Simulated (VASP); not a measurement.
A convergence study with VASP on GaSb (zinc blende): a few settings are varied, all else stays as given below, so the limit is that of these other settings.

```xyz
2
Lattice="0.0000 3.0500 3.0500 3.0500 0.0000 3.0500 3.0500 3.0500 0.0000" Properties=species:S:1:pos:R:3 pbc="T T T"
Ga     0.0000     0.0000     0.0000
Sb     1.5250     1.5250     1.5250
```

Method: LDA (Ceperley-Alder, Perdew-Zunger), VASP's LDA PAW potentials (set 64) (plane waves; VASP). The last row used: 550 eV cut-off, 14×14×14 Γ-centred mesh, second-order Methfessel-Paxton smearing of 0.40 eV, potentials Ga_d Sb.

Unless said otherwise, spin-orbit coupling is left out, though it shifts the bands of the heavy elements here.

```tsv
setting	E (eV/atom)	pressure (GPa)	irreducible k-points
ISMEAR = -1, SIGMA = 0.01, 4×4×4 mesh	-4.2311	-0.39	8
ISMEAR = -1, SIGMA = 0.1, 4×4×4 mesh	-4.2319	-0.48	8
ISMEAR = 0, SIGMA = 0.01, 4×4×4 mesh	-4.2310	-0.40	8
ISMEAR = 0, SIGMA = 0.2, 4×4×4 mesh	-4.2318	-0.48	8
ISMEAR = 1, SIGMA = 0.05, 4×4×4 mesh	-4.2311	-0.38	8
ISMEAR = 1, SIGMA = 0.2, 4×4×4 mesh	-4.2317	-0.46	8
ISMEAR = 2, SIGMA = 0.05, 4×4×4 mesh	-4.2311	-0.39	8
ISMEAR = 2, SIGMA = 0.2, 4×4×4 mesh	(withheld)	(withheld)	8
ISMEAR = -1, SIGMA = 0.01, 8×8×8 mesh	-4.3310	-1.13	29
ISMEAR = -1, SIGMA = 0.2, 8×8×8 mesh	-4.3292	-1.05	29
ISMEAR = 0, SIGMA = 0.01, 8×8×8 mesh	-4.3310	-1.13	29
ISMEAR = 0, SIGMA = 0.4, 8×8×8 mesh	-4.3304	-1.08	29
ISMEAR = 1, SIGMA = 0.05, 8×8×8 mesh	-4.3310	-1.13	29
ISMEAR = 1, SIGMA = 0.4, 8×8×8 mesh	-4.3309	-1.16	29
ISMEAR = 2, SIGMA = 0.05, 8×8×8 mesh	-4.3310	-1.13	29
ISMEAR = 2, SIGMA = 0.4, 8×8×8 mesh	-4.3309	-1.16	29
ISMEAR = -1, SIGMA = 0.05, 14×14×14 mesh	-4.3350	-1.15	104
ISMEAR = -1, SIGMA = 0.2, 14×14×14 mesh	-4.3329	-1.09	104
ISMEAR = 0, SIGMA = 0.1, 14×14×14 mesh	-4.3350	-1.16	104
ISMEAR = 0, SIGMA = 0.4, 14×14×14 mesh	(withheld)	(withheld)	104
ISMEAR = 1, SIGMA = 0.1, 14×14×14 mesh	-4.3350	-1.16	104
ISMEAR = 1, SIGMA = 0.4, 14×14×14 mesh	-4.3351	-1.17	104
ISMEAR = 2, SIGMA = 0.1, 14×14×14 mesh	-4.3350	-1.16	104
ISMEAR = 2, SIGMA = 0.4, 14×14×14 mesh	-4.3349	-1.16	104
```

Task: What belongs in the gaps?

Result: 
- ISMEAR = 0, SIGMA = 0.4, 14×14×14 mesh, E (eV/atom): -4.3345
- ISMEAR = 0, SIGMA = 0.4, 14×14×14 mesh, pressure (GPa): -1.12
- ISMEAR = 2, SIGMA = 0.2, 4×4×4 mesh, E (eV/atom): -4.2316
- ISMEAR = 2, SIGMA = 0.2, 4×4×4 mesh, pressure (GPa): -0.44

Left out are rungs that failed or repeat a setting and relaxations that didn't move; long series are thinned to 24 rows.

The compound is GaSb in the zinc blende structure. The cell was not relaxed at this level.
